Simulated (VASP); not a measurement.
OSZICAR of a VASP run on ZnCu (space group Pm-3m):

OSZICAR:
```
       N       E                     dE             d eps       ncg     rms          rms(c)
DAV:   1     0.812220913575E+02    0.81222E+02   -0.85252E+03  3848   0.167E+03
DAV:   2    -0.410331621659E+01   -0.85325E+02   -0.82928E+02  3640   0.256E+02
DAV:   3    -0.588608368605E+01   -0.17828E+01   -0.17739E+01  4416   0.484E+01
DAV:   4    -0.589540742102E+01   -0.93237E-02   -0.93233E-02  4136   0.309E+00
DAV:   5    -0.589553329320E+01   -0.12587E-03   -0.12587E-03  4552   0.385E-01    0.118E+01
DAV:   6    -0.577839849700E+01    0.11713E+00   -0.16040E+01  3856   0.100E+02    0.589E+00
DAV:   7    -0.489990954664E+01    0.87849E+00   -0.35851E+00  3864   0.102E+02    0.268E+00
DAV:   8    -0.489564893930E+01    0.42606E-02   -0.13285E-01  3936   0.429E+00    0.143E+00
DAV:   9    -0.488586017344E+01    0.97888E-02   -0.12236E-02  4600   0.253E+00    0.110E-01
DAV:  10    -0.488581923933E+01    0.40934E-04   -0.62098E-04  5568   0.488E-01    0.267E-02
DAV:  11    -0.488582050140E+01   -0.12621E-05   -0.20760E-05  5376   0.108E-01    0.162E-02
DAV:  12    -0.488582093726E+01   -0.43586E-06   -0.15594E-06  2920   0.459E-02
   1 F= -.48858209E+01 E0= -.48793354E+01  d E =-.129711E-01  mag=     0.0000
```

Task: Which electronic solver shows in the log?

Result: It is blocked Davidson (ALGO = Normal, or the opening steps of other solvers). The INCAR had ALGO = Normal.

Task: How was spin treated?

Result: Collinear spin (ISPIN = 2): the summary line carries one mag value, 0.00 μB in the cell.

Task: Can the final energy be trusted as converged?

Result: The run converged. It stopped with EDIFF = 1E-6, NELM = 100 (PBE GGA, plane waves, VASP's PBE PAW potentials (set 64)).  The run has a spin-polarised start.

The structure comes from a computed database's ZnCu entry; how it stands against other phases isn't given here. The cell was not relaxed at this level. The run is one of a series of settings (ISPIN = 2, another spin-polarised start against the base run), some of them coarse on purpose.
